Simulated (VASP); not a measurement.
Here is the system:

```
CELL_PARAMETERS angstrom
      0.00000     2.38290     2.38290
      2.38290     0.00000     2.38290
      2.38290     2.38290     0.00000
ATOMIC_POSITIONS crystal
  B  0.00000 0.00000 0.00000
  As 0.25000 0.25000 0.25000
```

The numbers are results of PBE GGA with D4 dispersion, VASP's PBE PAW potentials (set 64) (plane waves; VASP), not measurements. Settings: 520 eV cut-off, Gaussian smearing of 0.050 eV, potentials B As.

Question: Predict the band gap (along the path) with the smallest direct gap where there is one.

Answer: 
- band gap (along the path): 1.17 eV
- smallest direct gap (along the path): 3.29 eV

The absolute energy has meaning only against runs of the same code, potentials and settings.

The compound is BAs in the zinc blende structure. It was relaxed first.
